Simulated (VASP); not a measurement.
Set up this calculation in VASP 6.6.1, as the native input.

* Task: single point
* Functional: PBE
* Potentials or basis: VASP PAW PBE potentials, release 64 (P, Sb, Pb_d)
* Cutoff: 520 eV
* k mesh: 4 × 4 × 4
* Occupations: gaussian, width 0.05 eV
* Spin: no spin polarisation
* Dipole correction: no
* Further INCAR settings: ALGO = Normal; EDIFF = 1e-06; NBANDS = 34

The structure of SbPPb3 lies in POSCAR:

```
SbPPb3
1.0
    5.7718239884      0.0000000000      0.0000000000
    0.0000000000      5.7718239884      0.0000000000
    0.0000000000      0.0000000000      5.7718239884
P Sb Pb
1 1 3
Direct
    0.0000000000      0.0000000000      0.0000000000
    0.5000000000      0.5000000000      0.5000000000
    0.5000000000      0.5000000000      0.0000000000
    0.5000000000      0.0000000000      0.5000000000
    0.0000000000      0.5000000000      0.5000000000
```

The cell comes from a database or a generator and needn't be the stable form of this composition.

One way to write it, as run:

INCAR

```
SYSTEM = SbPPb3
PREC = Accurate
ENCUT = 520
EDIFF = 1E-6
ISMEAR = 0
SIGMA = 0.05
LREAL = .False.
LASPH = .True.
NELM = 100
ALGO = Normal
ISIF = 2
LWAVE = .False.
LCHARG = .False.
GGA = PE
NBANDS = 34
```

KPOINTS

```
regular mesh
0
Gamma
  4 4 4
  0 0 0
```

Potentials or basis: VASP PAW PBE potentials, release 64 (P, Sb, Pb_d).

Command:

```bash
$ cat potpaw_PBE.64/P/POTCAR potpaw_PBE.64/Sb/POTCAR potpaw_PBE.64/Pb_d/POTCAR > POTCAR
$ mpirun -np 1 vasp_std > vasp.out
```

It gave:

```
Pressure               : 0.4 GPa
Band gap on the k mesh : none (metal or under the smearing width)
```

Run time: 41 s on 1 thread of Intel(R) Xeon(R) Platinum 8488C (Sapphire Rapids), on a shared host, peak memory 0.34 GiB.
